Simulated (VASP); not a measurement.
Crystal: CaZr2N2.

```
Ca Zr N
1.0
    -1.77134    1.80915    5.72918
     1.77134   -1.80915    5.72918
     1.77134    1.80915   -5.72918
Ca Zr N
1 2 2
Direct
  0.00000 0.00000 0.00000
  0.63824 0.63824 0.00000
  0.36176 0.36176 0.00000
  0.83532 0.83532 0.00000
  0.16468 0.16468 0.00000
```

The cell was built by a generator and needn't be a form met in nature.

- Program: VASP 6.6.1
- Task: relaxation of cell and atoms
- Functional: PBE
- Potentials or basis: VASP PAW PBE potentials, release 64 (Ca_sv, Zr_sv, N)
- Cutoff: 520 eV
- k mesh: 5 × 5 × 5
- Occupations: gaussian, width 0.15 eV
- Spin: no spin polarisation

At the start: pressure 16.2 GPa; volume 14.69 Å³/atom.

Where does the relaxation end?

Over 17 steps the energy falls by 1276.7 meV/atom and the volume is 15.47 Å³/atom (+5.3 %); space group I4/mmm (No. 139, to 0.05 Å).

Step by step:
| step | energy change (eV) | largest force (eV/Å) | pressure (GPa) | volume (Å³) |
| --- | --- | --- | --- | --- |
| 1 | 0.0000 | 6.4986 | 16.22 | 73.44 |
| 2 | -3.7628 | 4.7426 | -15.68 | 88.21 |
| 3 | -3.9313 | 4.6530 | -12.28 | 84.07 |
| 4 | -5.5208 | 3.4541 | 14.26 | 74.09 |
| 5 | -5.6000 | 2.9043 | 7.92 | 75.60 |
| 6 | -6.2439 | 0.8738 | 3.32 | 78.33 |
| 7 | -6.2519 | 0.8370 | 3.44 | 78.10 |
| 8 | -6.2772 | 0.5117 | -5.47 | 81.30 |
| 9 | -6.3067 | 0.5179 | -1.97 | 79.90 |
| 10 | -6.3452 | 0.4204 | -1.02 | 78.82 |
| 11 | -6.3621 | 0.1970 | 1.22 | 76.94 |
| 12 | -6.3650 | 0.2774 | 0.61 | 77.44 |
| 13 | -6.3774 | 0.2228 | -0.28 | 77.73 |
| 14 | -6.3794 | 0.2608 | -0.86 | 77.89 |
| 15 | -6.3817 | 0.0560 | 1.31 | 77.03 |
| 16 | -6.3837 | 0.0847 | 0.38 | 77.39 |
| 17 | -6.3837 | 0.0683 | 0.34 | 77.36 |

Final structure:
```
Ca Zr N
1.0
    -1.63098    1.62723    7.28759
     1.63098   -1.62723    7.28759
     1.63098    1.62723   -7.28759
Ca Zr N
1 2 2
Direct
  0.00000 0.00000 0.00000
  0.67631 0.67631 0.00000
  0.32369 0.32369 0.00000
  0.83031 0.83031 0.00000
  0.16969 0.16969 0.00000
```

Caveat: the k mesh is coarse (spacing up to 0.50 Å⁻¹), so the values aren't converged.
